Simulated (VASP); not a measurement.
Input:

```
CELL_PARAMETERS angstrom
     10.93707     0.00000     0.00000
      0.00000    10.93707     0.00000
      0.00000     0.00000    10.93707
ATOMIC_POSITIONS crystal
  Si 0.49901 0.00073 0.00057
  Si 0.62302 0.12861 0.12840
  Si 0.74808 0.25190 0.00234
  Si 0.87136 0.37698 0.12844
  Si 0.74798 0.00259 0.25173
  Si 0.87133 0.12863 0.37674
  Si 0.99924 0.00061 0.00051
  Si 0.12219 0.12654 0.12633
  Si 0.24782 0.24963 0.00029
  Si 0.37232 0.37660 0.12420
  Si 0.49936 0.50066 0.00053
  Si 0.62347 0.62763 0.12430
  Si 0.75041 0.75207 0.00034
  Si 0.87345 0.87777 0.12637
  Si 0.24800 0.00043 0.24926
  Si 0.37237 0.12435 0.37641
  Si 0.49051 0.25016 0.25001
  Si 0.74976 0.50941 0.25013
  Si 0.87569 0.62761 0.37647
  Si 0.49936 0.00062 0.50056
  Si 0.62339 0.12428 0.62758
  Si 0.74979 0.25012 0.50936
  Si 0.87564 0.37656 0.62754
  Si 0.75045 0.00043 0.75196
  Si 0.87353 0.12643 0.87764
  Si 0.99926 0.50092 0.00062
  Si 0.12299 0.62700 0.12440
  Si 0.24962 0.75033 0.99950
  Si 0.37302 0.87698 0.12431
  Si 0.99733 0.25202 0.25176
  Si 0.12391 0.37570 0.37559
  Si 0.24682 0.50079 0.24858
  Si 0.37367 0.62627 0.36635
  Si 0.49920 0.75310 0.24860
  Si 0.62430 0.87604 0.37560
  Si 0.99919 0.00076 0.50065
  Si 0.12297 0.12442 0.62678
  Si 0.24687 0.24870 0.50061
  Si 0.37388 0.36646 0.62607
  Si 0.63354 0.62617 0.62604
  Si 0.75136 0.75316 0.50061
  Si 0.87548 0.87708 0.62688
  Si 0.24959 0.99959 0.75023
  Si 0.37286 0.12454 0.87697
  Si 0.49916 0.24863 0.75308
  Si 0.62426 0.37568 0.87587
  Si 0.75136 0.50075 0.75307
  Si 0.87550 0.62709 0.87698
  Si 0.99952 0.75199 0.24931
  Si 0.12518 0.87484 0.37516
  Si 0.99938 0.50059 0.50055
  Si 0.12517 0.62492 0.62484
  Si 0.25215 0.74776 0.50037
  Si 0.37499 0.87483 0.62475
  Si 0.99958 0.24942 0.75190
  Si 0.12520 0.37560 0.87458
  Si 0.25238 0.50065 0.74759
  Si 0.37513 0.62499 0.87474
  Si 0.49935 0.74774 0.74754
  Si 0.62443 0.87480 0.87466
  Si 0.00040 0.75038 0.75024
  Si 0.12454 0.87549 0.87543
  Bi 0.55228 0.44771 0.44761
```
Cell charge +1.

All values below come from HSE06 screened hybrid, VASP's PBE PAW potentials (set 64) (plane waves; VASP). Run with PREC = Normal, LREAL = Auto, ISYM = 0, NELECT = 252.0, EDIFF = 1E-5, 400 eV cut-off, 1×1×1 Γ-centred mesh, Gaussian smearing of 0.050 eV, potentials Si Bi. Starting moments (MAGMOM): 63*0.0317. The cell's moment is fixed (NUPDOWN = 2).

The cell is charged, with a uniform compensating background. The supercell is sampled at Γ alone, which is coarse: total energies, pressure and levels can be off, energies of defects by several tenths of an eV.

### Question
Estimate the cell moment, energy per atom (σ→0), largest force.

### Answer

| Quantity | Value |
|---|---|
| cell moment | 2.00 μB |
| energy per atom (σ→0) | -6.212 eV/atom |
| largest force | 0.286 eV/Å |

### Question
Give the moment on each site (PAW-sphere projection).

### Answer

| site | moment (μB) |
|---|---|
| Si1 | 0.01 |
| Si2 | 0.01 |
| Si3 | 0.00 |
| Si4 | 0.01 |
| Si5 | 0.00 |
| Si6 | 0.01 |
| Si7 | 0.00 |
| Si8 | 0.00 |
| Si9 | 0.01 |
| Si10 | 0.00 |
| Si11 | 0.00 |
| Si12 | 0.00 |
| Si13 | 0.01 |
| Si14 | 0.00 |
| Si15 | 0.01 |
| Si16 | 0.01 |
| Si17 | 0.14 |
| Si18 | 0.15 |
| Si19 | 0.01 |
| Si20 | 0.00 |
| Si21 | 0.00 |
| Si22 | 0.04 |
| Si23 | 0.00 |
| Si24 | 0.00 |
| Si25 | 0.00 |
| Si26 | 0.01 |
| Si27 | 0.00 |
| Si28 | 0.00 |
| Si29 | 0.00 |
| Si30 | 0.00 |
| Si31 | 0.00 |
| Si32 | 0.00 |
| Si33 | 0.03 |
| Si34 | 0.00 |
| Si35 | 0.00 |
| Si36 | 0.01 |
| Si37 | 0.01 |
| Si38 | 0.00 |
| Si39 | 0.09 |
| Si40 | 0.08 |
| Si41 | 0.00 |
| Si42 | 0.01 |
| Si43 | 0.00 |
| Si44 | 0.01 |
| Si45 | 0.00 |
| Si46 | 0.00 |
| Si47 | 0.00 |
| Si48 | 0.01 |
| Si49 | 0.01 |
| Si50 | 0.01 |
| Si51 | 0.00 |
| Si52 | 0.00 |
| Si53 | 0.01 |
| Si54 | 0.00 |
| Si55 | 0.00 |
| Si56 | 0.01 |
| Si57 | 0.01 |
| Si58 | 0.00 |
| Si59 | 0.01 |
| Si60 | 0.01 |
| Si61 | 0.00 |
| Si62 | 0.00 |
| Bi63 | -0.02 |

The cell is a supercell with a defect, built from Si (diamond): Bi_Si-vac_Si, charge +1. The cell's shape comes from a PBE relaxation.
